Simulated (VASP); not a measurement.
Computed with G0W0 on PBE orbitals, VASP's PBE PAW potentials (set 64) (plane waves; VASP).

VASP ran on this input.

**INCAR**
```
SYSTEM = BAs
PREC = Normal; ENCUT = 500; LREAL = F
LASPH = T; NBANDS = 120
ALGO = EVGW0
ISMEAR = 0; SIGMA = 0.01
GGA = PE
LWAVE = F; LCHARG = F
NELMGW = 1; NOMEGA = 64; ENCUTGW = 180
NBANDSGW = 12; LSPECTRALGW = T
```

### POSCAR
```
BAs
1
    0.0000000000     2.3900000000     2.3900000000
    2.3900000000     0.0000000000     2.3900000000
    2.3900000000     2.3900000000     0.0000000000
B As
1 1
Direct
  0.0000000000   0.0000000000   0.0000000000
  0.2500000000   0.2500000000   0.2500000000
```

KPOINTS:
```
Automatic mesh
0
Gamma
6 6 6
0 0 0
```

POTCAR, in this order: B_GW As_GW (PBE.64 set). Program: vasp_std. Read from the step before: WAVECAR, WAVEDER.

Output of the run:

**OSZICAR**
```
energies w=
    0.000    0.000    0.575    0.000    1.149    0.000    1.721    0.000
    2.288    0.000    2.851    0.000    3.408    0.000    3.959    0.000
    4.502    0.000    5.039    0.000    5.568    0.000    6.089    0.000
    6.604    0.000    7.112    0.000    7.613    0.000    8.108    0.000
    8.598    0.000    9.084    0.000    9.566    0.000   10.046    0.000
   10.524    0.000   11.000    0.000   11.478    0.000   11.956    0.000
   12.437    0.000   12.922    0.000   13.412    0.000   13.909    0.000
   14.414    0.000   14.928    0.000   15.454    0.000   15.994    0.000
   16.549    0.000   17.122    0.000   17.716    0.000   18.333    0.000
   18.977    0.000   19.652    0.000   20.362    0.000   21.112    0.000
   21.907    0.000   22.755    0.000   23.662    0.000   24.639    0.000
   25.696    0.000   26.846    0.000   28.107    0.000   29.495    0.000
   31.036    0.000   32.760    0.000   34.704    0.000   36.917    0.000
   39.463    0.000   42.425    0.000   45.918    0.000   50.100    0.000
   55.198    0.000   61.550    0.000   69.677    0.000   80.436    0.000
   95.334    0.000  117.289    0.000  152.794    0.000  219.813    0.000
NQ=   1    0.0000    0.0000    0.0000,
 performed        246000 updates of chi_q(r,r)
NQ=   2    0.1667    0.0000    0.0000,
 performed        688000 updates of chi_q(r,r)
NQ=   3    0.3333    0.0000    0.0000,
 performed       1130000 updates of chi_q(r,r)
NQ=   4    0.5000    0.0000    0.0000,
 performed       1503000 updates of chi_q(r,r)
NQ=   5    0.1667    0.1667    0.0000,
 performed       1945000 updates of chi_q(r,r)
NQ=   6    0.3333    0.1667    0.0000,
 performed       2635000 updates of chi_q(r,r)
NQ=   7    0.5000    0.1667    0.0000,
 performed       3325000 updates of chi_q(r,r)
NQ=   8   -0.3333    0.1667    0.0000,
 performed       4015000 updates of chi_q(r,r)
NQ=   9   -0.1667    0.1667    0.0000,
 performed       4612000 updates of chi_q(r,r)
NQ=  10    0.3333    0.3333    0.0000,
 performed       5054000 updates of chi_q(r,r)
NQ=  11    0.5000    0.3333    0.0000,
 performed       5744000 updates of chi_q(r,r)
NQ=  12   -0.3333    0.3333    0.0000,
 performed       6341000 updates of chi_q(r,r)
NQ=  13    0.5000    0.5000    0.0000,
 performed       6673000 updates of chi_q(r,r)
NQ=  14    0.5000    0.3333    0.1667,
 performed       7449000 updates of chi_q(r,r)
NQ=  15   -0.3333    0.3333    0.1667,
 performed       8179000 updates of chi_q(r,r)
NQ=  16   -0.3333    0.5000    0.1667,
 performed       8779000 updates of chi_q(r,r)
 resolving degeneracies of screened two electron integrals
```

### OUTCAR
```


 k-point   1 :       0.0000    0.0000    0.0000
  band No.  KS-energies  QP-energies   sigma(KS)   V_xc(KS)     V^pw_x(r,r')   Z            occupation Imag(sigma)

      1      -9.2401      -9.9783     -12.7114     -11.6503     -19.5927       0.6956       2.0000       1.1990
      2       6.1489       5.5980     -13.2813     -12.5835     -13.9858       0.7894       2.0000       0.0358
      3       6.1489       5.5980     -13.2813     -12.5835     -13.9858       0.7894       2.0000       0.0358
      4       6.1489       5.5980     -13.2813     -12.5835     -13.9858       0.7894       2.0000       0.0358
      5       9.4199       9.6973     -11.0284     -11.3812      -6.7513       0.7862       0.0000      -0.0651
      6       9.4199       9.6973     -11.0284     -11.3812      -6.7513       0.7862       0.0000      -0.0651
      7       9.4199       9.6973     -11.0284     -11.3812      -6.7513       0.7862       0.0000      -0.0651
      8      10.7853      11.3040     -11.9308     -12.6131      -6.6703       0.7602       0.0000      -0.0936
      9      15.7082      15.7020      -8.9420      -8.9341      -3.1078       0.7798       0.0000      -0.2467
     10      19.0899      19.1021     -10.3869     -10.4027      -4.3860       0.7773       0.0000      -0.3382
     11      19.0899      19.1021     -10.3869     -10.4027      -4.3860       0.7773       0.0000      -0.3382
     12      20.5044      20.4891      -9.0537      -9.0340      -2.5257       0.7761       0.0000      -0.5346

 k-point   2 :       0.1667    0.0000    0.0000
  band No.  KS-energies  QP-energies   sigma(KS)   V_xc(KS)     V^pw_x(r,r')   Z            occupation Imag(sigma)

      1      -8.7877      -9.5204     -12.7366     -11.6905     -19.4520       0.7004       2.0000       1.1479
      2       3.1917       2.5579     -12.8640     -12.0422     -14.5664       0.7712       2.0000       0.0670
      3       5.4682       4.9090     -13.1106     -12.3995     -14.0103       0.7865       2.0000       0.0403
      4       5.4682       4.9090     -13.1106     -12.3995     -14.0103       0.7865       2.0000       0.0403
      5       9.4308       9.7365     -11.2336     -11.6247      -6.7465       0.7816       0.0000      -0.0693
      6      10.3052      10.5939     -11.1680     -11.5387      -6.5939       0.7786       0.0000      -0.0760
      7      10.3052      10.5939     -11.1680     -11.5387      -6.5939       0.7786       0.0000      -0.0760
      8      12.7688      13.1480     -11.7225     -12.2288      -6.0024       0.7489       0.0000      -0.1414
      9      17.1258      17.2037      -9.2294      -9.3298      -3.1536       0.7767       0.0000      -0.3249
     10      17.4334      17.4084      -9.7781      -9.7461      -3.9612       0.7832       0.0000      -0.2960
     11      17.4334      17.4084      -9.7781      -9.7461      -3.9612       0.7832       0.0000      -0.2960
     12      19.7741      19.7105      -9.0593      -8.9774      -2.6486       0.7748       0.0000      -0.4862

 k-point   3 :       0.3333    0.0000    0.0000
  band No.  KS-energies  QP-energies   sigma(KS)   V_xc(KS)     V^pw_x(r,r')   Z            occupation Imag(sigma)

      1      -7.5235      -8.2207     -12.8217     -11.8448     -19.0804       0.7137       2.0000       0.9915
      2      -0.5859      -1.2964     -12.5865     -11.6154     -16.0028       0.7317       2.0000       0.2043
      3       4.6350       4.0372     -13.0885     -12.3228     -14.3554       0.7809       2.0000       0.0488
      4       4.6350       4.0372     -13.0885     -12.3228     -14.3554       0.7809       2.0000       0.0488
      5       8.9892       9.2591     -11.2630     -11.6081      -6.8087       0.7824       0.0000      -0.0669
      6      10.9711      11.2341     -10.8332     -11.1719      -5.9738       0.7766       0.0000      -0.0871
      7      10.9711      11.2341     -10.8332     -11.1719      -5.9738       0.7766       0.0000      -0.0871
      8      14.8187      15.0372     -10.5382     -10.8317      -4.1455       0.7443       0.0000      -0.2406
      9      17.6190      17.6842      -9.5148      -9.5993      -3.3003       0.7720       0.0000      -0.3520
     10      18.1644      18.1836     -10.1122     -10.1370      -3.9577       0.7770       0.0000      -0.3787
     11      18.1644      18.1836     -10.1122     -10.1370      -3.9577       0.7770       0.0000      -0.3787
     12      22.2873      22.4973     -10.4011     -10.6822      -3.1806       0.7468       0.0000      -0.7076

 k-point   4 :       0.5000    0.0000    0.0000
  band No.  KS-energies  QP-energies   sigma(KS)   V_xc(KS)     V^pw_x(r,r')   Z            occupation Imag(sigma)

      1      -6.3736      -7.0246     -13.0268     -12.1255     -18.8337       0.7224       2.0000       0.8310
      2      -2.6288      -3.3599     -12.2761     -11.2564     -16.6411       0.7170       2.0000       0.3805
      3       4.3298       3.7153     -13.1065     -12.3184     -14.5163       0.7797       2.0000       0.0521
      4       4.3298       3.7153     -13.1065     -12.3184     -14.5163       0.7797       2.0000       0.0521
      5       8.8170       9.0740     -11.2855     -11.6136      -6.8539       0.7835       0.0000      -0.0659
      6      10.9245      11.1517     -10.5878     -10.8793      -5.7421       0.7796       0.0000      -0.0858
      7      10.9245      11.1517     -10.5878     -10.8793      -5.7421       0.7796       0.0000      -0.0858
      8      15.0098      15.0838      -9.5540      -9.6523      -3.3012       0.7531       0.0000      -0.2364
      9      18.8431      19.0447     -10.1440     -10.4108      -3.3574       0.7557       0.0000      -0.4354
     10      20.7008      20.8252     -10.4980     -10.6617      -3.5427       0.7597       0.0000      -0.5924
     11      20.7008      20.8252     -10.4980     -10.6617      -3.5427       0.7597       0.0000      -0.5924
     12      22.4066      22.6317     -11.1864     -11.4897      -3.7375       0.7419       0.0000      -0.8289

 k-point   5 :       0.1667    0.1667    0.0000
  band No.  KS-energies  QP-energies   sigma(KS)   V_xc(KS)     V^pw_x(r,r')   Z            occupation Imag(sigma)

      1      -8.6352      -9.3676     -12.7421     -11.7027     -19.4023       0.7046       2.0000       1.1313
      2       3.8611       3.2555     -13.2904     -12.5082     -14.7880       0.7743       2.0000       0.0580
      3       4.4395       3.8439     -12.8638     -12.1018     -14.0981       0.7817       2.0000       0.0495
      4       4.4395       3.8439     -12.8638     -12.1018     -14.0981       0.7817       2.0000       0.0495
      5       8.3893       8.5796     -10.6576     -10.8981      -6.5520       0.7909       0.0000      -0.0592
      6      11.7615      12.1063     -11.2280     -11.6819      -5.8223       0.7599       0.0000      -0.1100
      7      11.7745      12.0919     -11.4551     -11.8689      -6.4116       0.7670       0.0000      -0.1030
      8      11.7745      12.0919     -11.4551     -11.8689      -6.4116       0.7670       0.0000      -0.1030
      9      15.8162      15.8683     -10.1275     -10.1947      -4.3572       0.7754       0.0000      -0.2401
     10      17.8973      18.0264      -9.4208      -9.5874      -3.2347       0.7748       0.0000      -0.3659
     11      19.7524      19.7637     -10.4049     -10.4194      -4.2404       0.7761       0.0000      -0.3979
     12      21.8163      21.7539      -9.1873      -9.1068      -2.4714       0.7756       0.0000      -0.6645

 k-point   6 :       0.3333    0.1667    0.0000
  band No.  KS-energies  QP-energies   sigma(KS)   V_xc(KS)     V^pw_x(r,r')   Z            occupation Imag(sigma)

      1      -7.6251      -8.3247     -12.7934     -11.8123     -19.0917       0.7130       2.0000       1.0058
      2       0.6757      -0.0204     -12.8828     -11.9461     -15.7530       0.7432       2.0000       0.1374
      3       3.5184       2.8908     -12.8473     -12.0362     -14.3924       0.7738       2.0000       0.0600
      4       3.6364       3.0015     -12.8463     -12.0272     -14.4339       0.7751       2.0000       0.0593
      5       8.8753       9.0457     -10.6612     -10.8774      -6.3673       0.7887       0.0000      -0.0643
      6      11.4166      11.7658     -11.1400     -11.5977      -5.8525       0.7631       0.0000      -0.1046
      7      12.5939      12.7243     -10.4966     -10.6654      -5.2899       0.7726       0.0000      -0.1199
      8      12.8674      13.1792     -11.2736     -11.6839      -5.8085       0.7602       0.0000      -0.1363
      9      17.2459      17.4396     -10.9181     -11.1756      -4.2616       0.7526       0.0000      -0.3801
     10      19.5061      19.6357      -9.6940      -9.8620      -3.2336       0.7713       0.0000      -0.4863
     11      20.0188      20.0461     -10.2462     -10.2814      -3.8293       0.7731       0.0000      -0.4847
     12      22.3063      22.3441      -9.6106      -9.6603      -2.8014       0.7608       0.0000      -0.6305

 k-point   7 :       0.5000    0.1667    0.0000
  band No.  KS-energies  QP-energies   sigma(KS)   V_xc(KS)     V^pw_x(r,r')   Z            occupation Imag(sigma)

      1      -6.2052      -6.8477     -12.9877     -12.0972     -18.7287       0.7215       2.0000       0.8052
      2      -2.0506      -2.7844     -12.4847     -11.4677     -16.6071       0.7215       2.0000       0.3231
      3       2.4940       1.8233     -12.7448     -11.8688     -14.7246       0.7657       2.0000       0.0780
      4       3.5623       2.9197     -12.9189     -12.0889     -14.5696       0.7741       2.0000       0.0604
      5       9.1791       9.3509     -10.5240     -10.7421      -6.0505       0.7876       0.0000      -0.0684
      6      11.6757      11.9761     -11.1486     -11.5409      -5.9249       0.7660       0.0000      -0.1064
      7      12.5090      12.7751     -10.8784     -11.2259      -5.5236       0.7659       0.0000      -0.1251
      8      14.4243      14.6260     -10.6569     -10.9249      -4.6178       0.7528       0.0000      -0.2074
      9      17.8487      17.9285     -10.1869     -10.2924      -3.6370       0.7567       0.0000      -0.3868
...
```
(Selected blocks of OUTCAR.)

The mesh is coarse and the basis finite, so the quasiparticle values are not converged.

The compound is BAs in the zinc blende structure. The cell was not relaxed at this level.
